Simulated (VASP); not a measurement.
Input:

```yaml
crystal:
  lattice:
    - [4.86647, 0.00000, 0.00000]
    - [0.00000, 4.86647, 0.00000]
    - [0.00000, 0.00000, 4.86647]
  atoms:
    - { symbol: Cs, position: [0.00000, 0.00000, 0.00000] }
    - { symbol: I, position: [0.50000, 0.50000, 0.50000] }
```

These are RPBE GGA, VASP's PBE PAW potentials (set 64) (plane waves; VASP) values and carry that method's errors. Numerical set-up: 520 eV cut-off, Gaussian smearing of 0.050 eV, potentials Cs_sv I.

Unless said otherwise, spin-orbit coupling is left out, though it shifts the bands of the heavy elements here.

**Question.** Give the energies of bands 6 to 11 at the high-symmetry points, in eV from the valence-band maximum.

**Answer.** 
```
band      Γ      X      M      R
----  -----  -----  -----  -----
6     -0.10  -1.09  -0.68  -0.87
7     -0.10  -0.15  -0.68  -0.87
8     -0.10  -0.15   0.00  -0.87
9      3.63   5.37   4.44   6.83
10     4.57   5.99   5.00   6.83
11     4.57   6.09   6.11   6.83
```

The gap is indirect, 3.63 eV, from the valence maximum at M to the conduction minimum at Γ.

Measured: gap 6.20 eV (computed value off by -2.57 eV), as given by Aguado et al., (1998), arXiv:cond-mat/9809176.

The compound is CsI in the CsCl type structure. It was relaxed first, which changed the volume by +21 %.
